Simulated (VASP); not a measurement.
Level of theory: PBEsol GGA, VASP's PBE PAW potentials (set 64) (plane waves; VASP 6.6.1).

A VASP calculation is set up with these files.

### KPOINTS
```
Automatic mesh
0
Gamma
16 16 16
0 0 0
```

### INCAR
```
SYSTEM = C
PREC = Accurate
ENCUT = 520
EDIFF = 1E-7
NELM = 100
ALGO = Normal
LREAL = .FALSE.
LASPH = .TRUE.
ISMEAR = 0
SIGMA = 0.01
GGA = PS
LWAVE = .FALSE.
LCHARG = .FALSE.
LOPTICS = .TRUE.
NBANDS = 24
NEDOS = 1001
CSHIFT = 0.1
```

**POSCAR**
```
C
1
    0.0000000000     1.7783297413     1.7783297413
    1.7783297413     0.0000000000     1.7783297413
    1.7783297413     1.7783297413     0.0000000000
C
2
Direct
  0.0000000000   0.0000000000   0.0000000000
  0.2500000000   0.2500000000   0.2500000000
```

POTCAR, in this order: C (PBE.64 set). Program: vasp_std.

Q: What will the output report for the number of irreducible k-points (NKPTS), largest plane-wave count, number of space-group operations, FFT grid (NGX, NGY, NGZ)?

A: 
```json
{
  "number of irreducible k-points (NKPTS)": "145",
  "largest_plane_wave_count": "314",
  "number_of_space_group_operations": "48",
  "FFT grid (NGX, NGY, NGZ)": "20 × 20 × 20"
}
```

The compound is C in the diamond structure. It was relaxed first.
